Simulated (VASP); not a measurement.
All values below come from PBEsol GGA, VASP's PBE PAW potentials (set 64) (plane waves; VASP 6.6.1).

The input files of a VASP run:

KPOINTS:
```
Automatic mesh
0
Gamma
6 6 1
0 0 0
```

POSCAR:
```
Rb(110) slab
1
    4.8292434912     0.0000000000     0.0000000000
   -1.6097481594     4.5530543051     0.0000000000
    0.0000000000     0.0000000000    26.6335959910
Rb
3
Direct
  0.5000000000   0.5000000000   0.3519520000
  0.0000000000   0.0000000000   0.5000000000
  0.5000000000   0.5000000000   0.6480480000
```

INCAR:
```
# general
SYSTEM  = Rb(110) slab
PREC    = Normal
ENCUT   = 400
LREAL   = .FALSE.
LASPH   = .TRUE.

# electronic loop
EDIFF   = 1E-6
NELM    = 100
NELMIN  = 4
ALGO    = Normal
LMAXMIX = 4

# smearing
ISMEAR  = 1
SIGMA   = 0.1

# functional
GGA     = PS

# output
LWAVE   = .FALSE.
LCHARG  = .FALSE.
LORBIT  = 11
LVHAR   = .TRUE.

# other
LDIPOL  = .TRUE.
IDIPOL  = 3
DIPOL   = 0.5 0.5 0.5
```

POTCAR, in this order: Rb_sv (PBE.64 set). Program: vasp_std. Read from the step before: WAVECAR.

The resulting files:

**OUTCAR**
```
 ion  position               nearest neighbor table
   1  0.500  0.500  0.352-   2 4.83   2 4.83   2 5.58   2 5.58
   2  0.000  0.000  0.500-   1 4.83   3 4.83   1 4.83   3 4.83   1 5.58   3 5.58   1 5.58   3 5.58
  LATTYP: Found a base centered orthorhombic cell.
 ALAT       =     5.5763297694
 B/A-ratio  =     1.4142136714
 C/A-ratio  =     4.7761874015
 Subroutine PRICEL returns:
 Original cell was already a primitive cell.
 Subroutine GETGRP returns: Found  8 space group operations
The static configuration has the point symmetry D_2h.
The dynamic configuration has the point symmetry D_2h.
 Subroutine INISYM returns: Found  8 space group operations
 Subroutine IBZKPT returns following result:
 Found     13 irreducible k-points:

 Following reciprocal coordinates:
            Coordinates               Weight
  0.000000  0.000000  0.000000      1.000000
  0.166667 -0.000000  0.000000      4.000000
  0.333333 -0.000000  0.000000      4.000000
  0.500000  0.000000  0.000000      2.000000
  0.166667  0.166667  0.000000      2.000000
  0.333333  0.166667  0.000000      4.000000
  0.500000  0.166667  0.000000      4.000000
 -0.333333  0.166667  0.000000      4.000000
 -0.166667  0.166667  0.000000      2.000000
  0.333333  0.333333  0.000000      2.000000
  0.500000  0.333333  0.000000      4.000000
 -0.333333  0.333333  0.000000      2.000000
  0.500000  0.500000  0.000000      1.000000
   k-points           NKPTS =     13   k-points in BZ     NKDIM =     13   number of bands    NBANDS=     17
   number of dos      NEDOS =    301   number of ions     NIONS =      3
   total plane-waves  NPLWV =  80640
   dimension x,y,z NGX =    24 NGY =   24 NGZ =  140
   dimension x,y,z NGXF=    48 NGYF=   48 NGZF=  280
   ions per type =               3
   PREC   = normal    normal or accurate (medium, high low for compatibility)
   ISTART =      1    job   : 0-new  1-cont  2-samecut
   ICHARG =      0    charge: 1-file 2-atom 10-const
   ISPIN  =      1    spin polarized calculation?
   LNONCOLLINEAR =      F non collinear calculations
   LSORBIT =      F    spin-orbit coupling
   INIWAV =      1    electr: 0-lowe 1-rand  2-diag
   ENCUT  =  400.0 eV  29.40 Ry    5.42 a.u.   7.88  7.88 43.43*2*pi/ulx,y,z
   NELM   =    100;   NELMIN=  4; NELMDL=  0     # of ELM steps
   EDIFF  = 0.1E-05   stopping-criterion for ELM
   LREAL  =      F    real-space projection
   NLSPLINE    = F    spline interpolate recip. space projectors
   LMAXMIX     =    4 max onsite mixed and CHGCAR
   VOSKOWN=      0    Vosko Wilk Nusair interpolation
   EDIFFG = 0.1E-04   stopping-criterion for IOM
   NSW    =      0    number of steps for IOM
   NBLOCK =      1;   KBLOCK =      1    inner block; outer block
   IBRION =     -1    ionic relax: 0-MD 1-quasi-New 2-CG
   NFREE  =      0    steps in history (QN), initial steepest desc. (CG)
   ISIF   =      2    stress and relaxation
   ISYM   =      2    0-nonsym 1-usesym 2-fastsym
   TEIN   =    0.0    initial temperature
   TEBEG  =    0.0;   TEEND  =   0.0 temperature during run
   SMASS  =  -3.00    Nose mass-parameter (am)
   PSTRESS=    0.0 pullay stress
   NELECT =      27.0000    total number of electrons
   EFERMI =   0.00;   METHOD = LEGACY
   ISMEAR =     1;   SIGMA  =   0.10  broadening in eV -4-tet -1-fermi 0-gaus
   IALGO  =     38    algorithm
   LDIAG  =      T    sub-space diagonalisation (order eigenvalues)
   IMIX   =      4    mixing-type and parameters
     AMIX     =   0.40;   BMIX     =  1.00
     AMIX_MAG =   1.60;   BMIX_MAG =  1.00
     AMIN     =   0.10
   GGA     = PS    functional components
   VOSKOWN =     0    Vosko Wilk Nusair interpolation
   LHFCALC =     F    Hartree Fock is set to
   LHFONE  =     F    Hartree Fock one center treatment
...
```

**OSZICAR**
```
       N       E                     dE             d eps       ncg     rms          rms(c)
DAV:   1    -0.281280726743E+01   -0.28128E+01   -0.16913E-05   356   0.710E-03    0.132E-03
DAV:   2    -0.281280734425E+01   -0.76818E-07   -0.70576E-07   509   0.241E-03    0.711E-04
DAV:   3    -0.281280734655E+01   -0.23053E-08   -0.77309E-08   274   0.115E-03    0.405E-04
DAV:   4    -0.281280732725E+01    0.19298E-07   -0.71031E-08   261   0.867E-04
   1 F= -.28128073E+01 E0= -.28134013E+01  d E =0.178183E-02
```

**OUTCAR**
```
------------------------ aborting loop because EDIFF is reached ----------------------------------------
  FORCE on cell =-STRESS in cart. coord.  units (eV):
  Direction    XX          YY          ZZ          XY          YZ          ZX
  --------------------------------------------------------------------------------------
  Total       -0.1711703     -0.2989943     -0.0007696     -0.1807704      0.0000000      0.0000000
  in kB       -0.4683033     -0.8180159     -0.0021054     -0.4945683      0.0000000      0.0000000
  external PRESSURE =      -0.4294749 kB  Pullay stress =       0.0000000 kB
  volume of cell :      585.61
      direct lattice vectors                 reciprocal lattice vectors
     4.829243491  0.000000000  0.000000000     0.207071771  0.073210943  0.000000000
    -1.609748159  4.553054305  0.000000000     0.000000000  0.219632786  0.000000000
     0.000000000  0.000000000 26.633595991     0.000000000  0.000000000  0.037546563
 POSITION                                       TOTAL-FORCE (eV/Angst)
 -----------------------------------------------------------------------------------
      1.60975      2.27653      9.37375        -0.000000      0.000000     -0.001339
      0.00000      0.00000     13.31680        -0.000000      0.000000      0.000000
      1.60975      2.27653     17.25985         0.000000      0.000000      0.001339
 -----------------------------------------------------------------------------------
    total drift:                                0.000000     -0.000000      0.000000
  FREE ENERGIE OF THE ION-ELECTRON SYSTEM (eV)
  ---------------------------------------------------
  free  energy   TOTEN  =        -2.8128073273 eV

  energy  without entropy=       -2.8145891535  energy(sigma->0) =       -2.81340127

 total charge

# of ion       s       p       d       tot
------------------------------------------
    1        1.964   5.326   0.004   7.294
    2        1.963   5.326   0.006   7.296
    3        1.964   5.326   0.004   7.294
--------------------------------------------------
tot          5.891  15.978   0.015  21.883
```
(Selected blocks of OUTCAR.)

The cell is a thin slab with vacuum, built from Rb (bcc): (110) face.
